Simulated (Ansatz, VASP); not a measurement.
# SnO (Romarchite): VASP beside Ansatz

Wanted: the spread between two codes on one cell, functional and k mesh. The cell is taken from a series of runs on this material, whose earlier steps may have relaxed, scaled, displaced or heated it; both programs get it as it stands.

Calculated with Ansatz 0.2.0; plane waves, with VASP 6.6.1 beside it; zone-centre phonons at PBE with D3(BJ).

### 1. Set-up

It takes space group P4/nmm (No. 129, tetragonal). The conventional cell has a = 3.799 Å, b = 3.799 Å, c = 4.564 Å, α = 90.00°, β = 90.00°, γ = 90.00°. Nearest to O lie 4 Sn at 2.23 Å. Nearest to Sn lie 4 O at 2.23 Å. Farther neighbours and most contacts between anions are not listed.

As a file:

```xyz
4
Lattice="3.7990 0.0000 0.0000 0.0000 3.7990 0.0000 0.0000 0.0000 4.5636" Properties=species:S:1:pos:R:3 pbc="T T T"
O     0.0000    0.0000    0.0000
O     1.8995    1.8995    0.0000
Sn    1.8995    0.0000    1.1599
Sn    0.0000    1.8995    3.4037
```

### 2. VASP: zone-centre phonons, PBE with D3(BJ)

Second derivatives magnify differences that forces hide, and they need a tight electronic threshold.

Lines of VASP's logs that name or quote its potential files are left out, and so is its time.

INCAR

```
SYSTEM = SnO
PREC = Accurate
ENCUT = 600
EDIFF = 1E-08
NELM = 120
ISMEAR = 1
SIGMA = 0.2
LREAL = .FALSE.
ALGO = Normal
GGA = PE
IVDW = 12
NBANDS = 26
LORBIT = 11
LWAVE = .FALSE.
LCHARG = .FALSE.
ISIF = 2
IBRION = 6
NFREE = 2
POTIM = 0.015
NSW = 1
LASPH = .TRUE.
GGA_COMPAT = .FALSE.
KPAR = 2
```

POSCAR

```
SnO
1.0
    3.7990015358      0.0000000000      0.0000000000
    0.0000000000      3.7990015358      0.0000000000
    0.0000000000      0.0000000000      4.5635557947
O Sn
2 2
Direct
    0.0000000000      0.0000000000      0.0000000000
    0.5000000000      0.5000000000      0.0000000000
    0.5000000000      0.0000000000      0.2541624796
    0.0000000000      0.5000000000      0.7458375204
```

KPOINTS

```
Automatic mesh
0
Gamma
12 12 10
0 0 0
```

Potentials, in the order of the species: O and Sn_d (PBE family, release 64).

The run is started by

```console
> mpirun -np 2 vasp_std
```

Numbers of over 12 decimals in the logs are rounded to 6 here.

The log of the run:

```text
[banner, memory and clock lines left out]
running    2 mpi-ranks, on    1 nodes
 distrk:  each k-point on    1 cores,    2 groups
 distr:  one band on    1 cores,    1 groups

 POSCAR found type information on POSCAR O Sn
 POSCAR found :  2 types and       4 ions
 LDA part: xc-table for (Slater+PW92), standard interpolation
 POSCAR, INCAR and KPOINTS ok, starting setup
 FFT: planning ... GRIDC
 FFT: planning ... GRID_SOFT
 FFT: planning ... GRID
 WAVECAR not read
 entering main loop
       N       E                     dE             d eps       ncg     rms          rms(c)
DAV:   1     0.424064808207E+03    0.42406E+03   -0.21984E+04  8854   0.261E+03
DAV:   2     0.368190700357E+02   -0.38725E+03   -0.37606E+03  9120   0.578E+02
DAV:   3    -0.233088438092E+02   -0.60128E+02   -0.59025E+02 10138   0.194E+02
DAV:   4    -0.261500962066E+02   -0.28413E+01   -0.28260E+01 10306   0.438E+01
DAV:   5    -0.262134054759E+02   -0.63309E-01   -0.63231E-01 10456   0.704E+00    0.116E+01
DAV:   6    -0.226153259208E+02    0.35981E+01   -0.17954E+01 14424   0.483E+01    0.489E+00
DAV:   7    -0.226173212972E+02   -0.19954E-02   -0.20786E+00 10168   0.922E+00    0.249E+00
DAV:   8    -0.226085053405E+02    0.88160E-02   -0.34018E-01 12368   0.420E+00    0.846E-01
DAV:   9    -0.225976723619E+02    0.10833E-01   -0.69378E-02 14188   0.281E+00    0.240E-01
DAV:  10    -0.225990096061E+02   -0.13372E-02   -0.10336E-02 13002   0.976E-01    0.165E-01
DAV:  11    -0.225984785462E+02    0.53106E-03   -0.28489E-03 13440   0.525E-01    0.213E-02
DAV:  12    -0.225985254062E+02   -0.46860E-04   -0.40635E-04  9154   0.119E-01    0.366E-02
DAV:  13    -0.225985157131E+02    0.96931E-05   -0.38044E-05 13034   0.643E-02    0.738E-03
DAV:  14    -0.225985148812E+02    0.83194E-06   -0.74113E-06 11308   0.172E-02    0.409E-03
DAV:  15    -0.225985149594E+02   -0.78238E-07   -0.31786E-07 12136   0.453E-03    0.307E-03
DAV:  16    -0.225985151064E+02   -0.14698E-06   -0.70440E-08 10092   0.231E-03    0.123E-03
DAV:  17    -0.225985151927E+02   -0.86283E-07   -0.47572E-08  8448   0.173E-03    0.166E-04
DAV:  18    -0.225985151836E+02    0.90886E-08   -0.24394E-09  4756   0.432E-04
   1 F= -.23599151E+02 E0= -.23598967E+02  d E =-.551086E-03
[... from here on, the cycles between the ionic steps are left out ...]
   2 F= -.23598186E+02 E0= -.23598002E+02  d E =-.552524E-03
   3 F= -.23598186E+02 E0= -.23598002E+02  d E =-.552523E-03
   4 F= -.23598351E+02 E0= -.23598167E+02  d E =-.552305E-03
   5 F= -.23598351E+02 E0= -.23598166E+02  d E =-.552373E-03
   6 F= -.23598556E+02 E0= -.23598373E+02  d E =-.550291E-03
   7 F= -.23598556E+02 E0= -.23598373E+02  d E =-.550284E-03
   8 F= -.23599065E+02 E0= -.23598783E+02  d E =-.845873E-03
 Finite differences progress:
  Degree of freedom:   4/  4
  Displacement:        1/  2
  Total:               7/  8
 bond charge predicted
       N       E                     dE             d eps       ncg     rms          rms(c)
DAV:   1    -0.225842067684E+02    0.14029E-01   -0.43811E+00  9958   0.117E+01    0.414E-01
DAV:   2    -0.225960820532E+02   -0.11875E-01   -0.12372E-01 12996   0.260E+00    0.135E-01
DAV:   3    -0.225959338551E+02    0.14820E-03   -0.10879E-03 13318   0.892E-01    0.985E-02
DAV:   4    -0.225958940184E+02    0.39837E-04   -0.37262E-04 14558   0.611E-01    0.336E-02
DAV:   5    -0.225959169874E+02   -0.22969E-04   -0.21517E-04  9498   0.142E-01    0.727E-03
DAV:   6    -0.225959169269E+02    0.60423E-07   -0.64521E-06 13028   0.325E-02    0.531E-03
DAV:   7    -0.225959167233E+02    0.20361E-06   -0.13269E-06 10936   0.170E-02    0.126E-03
DAV:   8    -0.225959168204E+02   -0.97072E-07   -0.17283E-07 12450   0.685E-03    0.655E-04
DAV:   9    -0.225959168819E+02   -0.61545E-07   -0.19757E-08  6712   0.344E-03    0.178E-04
DAV:  10    -0.225959168927E+02   -0.10765E-07   -0.17409E-08  5558   0.258E-03    0.912E-05
DAV:  11    -0.225959168870E+02    0.56552E-08   -0.24573E-09  4586   0.645E-04
   9 F= -.23596356E+02 E0= -.23596276E+02  d E =-.240728E-03
 Finite differences progress:
  Degree of freedom:   4/  4
  Displacement:        2/  2
  Total:               8/  8
```

Parts of OUTCAR (step 2):

```text
ion  position               nearest neighbor table
   1  0.000  0.000  0.000-   3 2.23   4 2.23   4 2.23   3 2.23
   2  0.500  0.500  0.000-   3 2.23   4 2.23   3 2.23   4 2.23
   3  0.500  0.000  0.254-   1 2.23   2 2.23   2 2.23   1 2.23   4 3.50   4 3.50   4 3.50   4 3.50
                             4 3.55   4 3.55   4 3.55   4 3.55
   4  0.000  0.500  0.746-   1 2.23   2 2.23   1 2.23   2 2.23   3 3.50   3 3.50   3 3.50   3 3.50
                             3 3.55   3 3.55   3 3.55   3 3.55

  LATTYP: Found a simple tetragonal cell.
 ALAT       =     3.7990015358
 C/A-ratio  =     1.2012513687

 Subroutine GETGRP returns: Found 16 space group operations
 (whereof  8 operations were pure point group operations)

The static configuration has the point symmetry D_2d.
 The point group associated with its full space group is D_4h.

 Found    168 irreducible k-points:

   k-points           NKPTS =    168   k-points in BZ     NKDIM =    168   number of bands    NBANDS=     26

   dimension x,y,z NGX =    30 NGY =   30 NGZ =   36
   dimension x,y,z NGXF=    60 NGYF=   60 NGZF=   72

   ENCUT  =  600.0 eV  44.10 Ry    6.64 a.u.   7.59  7.59  9.11*2*pi/ulx,y,z

   NELECT =      40.0000    total number of electrons

 k-points in reciprocal lattice and weights: Automatic mesh
   0.00000000  0.00000000  0.00000000       0.001
   0.08333333  0.00000000  0.00000000       0.003
   0.16666667  0.00000000  0.00000000       0.003
   0.25000000  0.00000000  0.00000000       0.003
   0.33333333  0.00000000  0.00000000       0.003
   0.41666667  0.00000000  0.00000000       0.003
   0.50000000  0.00000000  0.00000000       0.001
   0.08333333  0.08333333  0.00000000       0.003
   0.16666667  0.08333333  0.00000000       0.006
[...]
25      13.9056      0.00000
    ...

 k-point     3 :       0.1667    0.0000    0.0000
  band No.  band energies     occupation
    ...
     16       1.7149      2.00000
     17       3.9868      2.00000
     18       4.4208      2.00000
     19       4.4418      2.00000
     20       7.8027      1.77913
     21      10.8930     -0.00000
     22      11.0304     -0.00000
     23      12.4213      0.00000
     24      13.5396      0.00000
     25      13.5987      0.00000
    ...

 k-point     4 :       0.2500    0.0000    0.0000
  band No.  band energies     occupation
    ...
     16       1.9350      2.00000
     17       3.6972      2.00000
     18       4.1361      2.00000
     19       4.2691      2.00000
     20       7.3363      2.00038
     21      10.6436     -0.00000
     22      11.6111     -0.00000
     23      12.6454      0.00000
     24      13.2828      0.00000
     25      13.9262      0.00000
    ...

 k-point     5 :       0.3333    0.0000    0.0000
  band No.  band energies     occupation
    ...
     16       2.2125      2.00000
     17       3.4653      2.00000
     18       3.7784      2.00000
     19       4.2118      2.00000
     20       6.5664      2.00000
     21      10.8111     -0.00000
     22      11.8474     -0.00000
     23      12.9448      0.00000
     24      13.4544      0.00000
     25      14.1778      0.00000
    ...

 Edisp (eV)   -1.00044

  Total       1.32588     1.32588     1.40164     0.00000     0.00000     0.00000
  in kB      32.25318    32.25318    34.09611     0.00000     0.00000     0.00000
  external pressure =       32.87 kB  Pullay stress =        0.00 kB

  energy-cutoff  :      600.00
  volume of cell :       65.86
      direct lattice vectors                 reciprocal lattice vectors
     3.799001536  0.000000000  0.000000000     0.263227059  0.000000000  0.000000000
     0.000000000  3.799001536  0.000000000     0.000000000  0.263227059  0.000000000
     0.000000000  0.000000000  4.563555795     0.000000000  0.000000000  0.219127375

 POSITION                                       TOTAL-FORCE (eV/Angst)
 -----------------------------------------------------------------------------------
      0.00000      0.00000      0.00000         0.000000      0.000000     -0.051544
      1.89950      1.89950      0.00000         0.000000      0.000000     -0.051544
      1.89950      0.00000      1.14488         0.000000      0.000000      0.284717
      0.00000      1.89950      3.40367         0.000000      0.000000     -0.181630
 -----------------------------------------------------------------------------------
    total drift:                               -0.000000      0.000000      0.000283

  FREE ENERGIE OF THE ION-ELECTRON SYSTEM (eV)
  ---------------------------------------------------
  free  energy   TOTEN  =       -23.5963559028 eV

  energy  without entropy=      -23.5961151748  energy(sigma->0) =      -23.59627566

 Eigenvectors and eigenvalues of the dynamical matrix
 ----------------------------------------------------

   1 f  =   14.222637 THz    89.363464 2PiTHz  474.416105 cm-1    58.820074 meV
             X         Y         Z           dx          dy          dz
      0.000000  0.000000  0.000000     0.619204   -0.337882   -0.000000
      1.899501  1.899501  0.000000    -0.619204    0.337882    0.000000
      1.899501  0.000000  1.159885    -0.043205   -0.023576    0.000000
      0.000000  1.899501  3.403671     0.043205    0.023576    0.000000

   2 f  =   14.222637 THz    89.363464 2PiTHz  474.416105 cm-1    58.820074 meV
             X         Y         Z           dx          dy          dz
      0.000000  0.000000  0.000000     0.337882    0.619204    0.000000
      1.899501  1.899501  0.000000    -0.337882   -0.619204   -0.000000
      1.899501  0.000000  1.159885    -0.023576    0.043205    0.000000
      0.000000  1.899501  3.403671     0.023576   -0.043205    0.000000

   3 f  =   10.819472 THz    67.980745 2PiTHz  360.898725 cm-1    44.745719 meV
             X         Y         Z           dx          dy          dz
      0.000000  0.000000  0.000000     0.000000   -0.000000    0.663876
      1.899501  1.899501  0.000000     0.000000   -0.000000    0.663876
      1.899501  0.000000  1.159885    -0.000000    0.000000   -0.243451
      0.000000  1.899501  3.403671    -0.000000    0.000000   -0.243451

   4 f  =   10.674869 THz    67.072180 2PiTHz  356.075299 cm-1    44.147691 meV
             X         Y         Z           dx          dy          dz
      0.000000  0.000000  0.000000     0.000000    0.000000   -0.707107
      1.899501  1.899501  0.000000     0.000000   -0.000000    0.707107
      1.899501  0.000000  1.159885     0.000000   -0.000000   -0.000000
      0.000000  1.899501  3.403671     0.000000   -0.000000   -0.000000

   5 f  =    8.298097 THz    52.138482 2PiTHz  276.794729 cm-1    34.318157 meV
             X         Y         Z           dx          dy          dz
      0.000000  0.000000  0.000000    -0.597524    0.288855    0.000000
      1.899501  1.899501  0.000000    -0.597524    0.288855   -0.000000
      1.899501  0.000000  1.159885     0.219663   -0.106189    0.000000
      0.000000  1.899501  3.403671     0.219663   -0.106189   -0.000000

   6 f  =    8.298097 THz    52.138482 2PiTHz  276.794729 cm-1    34.318157 meV
             X         Y         Z           dx          dy          dz
      0.000000  0.000000  0.000000     0.288855    0.597524    0.000000
      1.899501  1.899501  0.000000     0.288855    0.597524   -0.000000
      1.899501  0.000000  1.159885    -0.106189   -0.219663   -0.000000
      0.000000  1.899501  3.403671    -0.106189   -0.219663   -0.000000

   7 f  =    6.236882 THz    39.187484 2PiTHz  208.039985 cm-1    25.793659 meV
             X         Y         Z           dx          dy          dz
      0.000000  0.000000  0.000000     0.000000   -0.000000   -0.000000
      1.899501  1.899501  0.000000     0.000000   -0.000000   -0.000000
      1.899501  0.000000  1.159885    -0.000000    0.000000    0.707107
      0.000000  1.899501  3.403671     0.000000   -0.000000   -0.707107

   8 f  =    3.547044 THz    22.286735 2PiTHz  118.316654 cm-1    14.669389 meV
             X         Y         Z           dx          dy          dz
      0.000000  0.000000  0.000000     0.031245    0.038029   -0.000000
      1.899501  1.899501  0.000000    -0.031245   -0.038029   -0.000000
      1.899501  0.000000  1.159885     0.447798   -0.545027   -0.000000
      0.000000  1.899501  3.403671    -0.447798    0.545027   -0.000000

   9 f  =    3.547044 THz    22.286735 2PiTHz  118.316654 cm-1    14.669389 meV
             X         Y         Z           dx          dy          dz
      0.000000  0.000000  0.000000    -0.038029    0.031245   -0.000000
      1.899501  1.899501  0.000000     0.038029   -0.031245    0.000000
      1.899501  0.000000  1.159885    -0.545027   -0.447798    0.000000
      0.000000  1.899501  3.403671     0.545027    0.447798    0.000000

  10 f/i=    0.003617 THz     0.022725 2PiTHz    0.120643 cm-1     0.014958 meV
             X         Y         Z           dx          dy          dz
      0.000000  0.000000  0.000000    -0.217076    0.111382   -0.000000
      1.899501  1.899501  0.000000    -0.217076    0.111382   -0.000000
      1.899501  0.000000  1.159885    -0.590488    0.302979   -0.000000
      0.000000  1.899501  3.403671    -0.590488    0.302979   -0.000000

  11 f/i=    0.003617 THz     0.022725 2PiTHz    0.120643 cm-1     0.014958 meV
             X         Y         Z           dx          dy          dz
      0.000000  0.000000  0.000000    -0.111382   -0.217076   -0.000000
      1.899501  1.899501  0.000000    -0.111382   -0.217076   -0.000000
      1.899501  0.000000  1.159885    -0.302979   -0.590488   -0.000000
      0.000000  1.899501  3.403671    -0.302979   -0.590488   -0.000000

  12 f/i=    0.003961 THz     0.024888 2PiTHz    0.132127 cm-1     0.016382 meV
             X         Y         Z           dx          dy          dz
      0.000000  0.000000  0.000000     0.000000   -0.000000   -0.243451
      1.899501  1.899501  0.000000     0.000000   -0.000000   -0.243451
      1.899501  0.000000  1.159885     0.000000   -0.000000   -0.663876
      0.000000  1.899501  3.403671     0.000000   -0.000000   -0.663876

 ELASTIC MODULI CONTR FROM IONIC RELAXATION (kBar)
 Direction    XX          YY          ZZ          XY          YZ          ZX
 --------------------------------------------------------------------------------
 XX        -683.4502    -60.9672   -521.6131      0.0000     -0.0000     -0.0000
 YY         -60.9672   -683.4502   -521.6131      0.0000     -0.0000      0.0000
 ZZ        -521.6131   -521.6131   -730.9883      0.0000     -0.0000      0.0000
 XY           0.0000      0.0000      0.0000      0.0000      0.0000      0.0000
 YZ          -0.0000     -0.0000     -0.0000      0.0000   -239.9321      0.0000
 ZX          -0.0000      0.0000      0.0000      0.0000      0.0000   -239.9284
 --------------------------------------------------------------------------------

 total charge
# of ion       s       p       d       tot
------------------------------------------
    1        1.574   3.443   0.000   5.017
    2        1.574   3.443   0.000   5.017
    3        1.244   0.816  10.085  12.145
    4        1.244   0.816  10.085  12.145
--------------------------------------------------
tot          5.635   8.519  20.170  34.324

[... 1 further part left out ...]
```

The last energy, forces, stress and levels in OUTCAR belong to the last displaced cell, not to the cell of POSCAR.

Levels, forces or a CONTCAR printed for this step are those of its last displaced cell, not of the structure at rest.

[end of part 1 of 2]

[Lines on the potential files, build, host, timing and source positions are cut from VASP's logs without a mark.]

[Logs are printed without paths, hosts, clocks, repeated set-up lines and the standing remarks that a program may print on its own settings, such as how far it seeks lower states.]

[Hosts, paths, dates, database ids (printed as entryN), source tags and the programs' standing remarks are cut or masked in the printed files.]
